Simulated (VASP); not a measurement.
```
CELL_PARAMETERS angstrom
      3.14562     0.00000     0.00000
     -1.57281     2.72419     0.00000
      0.00000     0.00000    12.06155
ATOMIC_POSITIONS crystal
  Mo 0.33333 0.66667 0.25000
  Mo 0.66667 0.33333 0.75000
  S  0.33333 0.66667 0.62022
  S  0.66667 0.33333 0.12022
  S  0.33333 0.66667 0.87978
  S  0.66667 0.33333 0.37978
```

These are PBE GGA with D3 dispersion (Becke-Johnson damping), VASP's PBE PAW potentials (set 64) (plane waves; VASP 6.6.1) values and carry that method's errors. Settings: 400 eV cut-off, 9×9×2 Γ-centred mesh, tetrahedra with Blöchl corrections, potentials Mo_sv S.

The cores are frozen, which limits the accuracy of field gradients.

Give the principal components of the electric field gradient (V/Å²) and the asymmetry η at each nucleus.

| atom | Vxx | Vyy | Vzz | η |
|---|---|---|---|---|
| Mo1 | 39.2 | 39.2 | -78.4 | 0.00 |
| Mo2 | 39.2 | 39.2 | -78.4 | 0.00 |
| S3 | 25.2 | 25.2 | -50.5 | 0.00 |
| S4 | 25.2 | 25.2 | -50.5 | 0.00 |
| S5 | 25.2 | 25.2 | -50.5 | 0.00 |
| S6 | 25.2 | 25.2 | -50.5 | 0.00 |

The structure comes from a measured MoS2 entry (P6_3/mmc) of the Crystallography Open Database, whose conditions weren't checked. It was relaxed first.
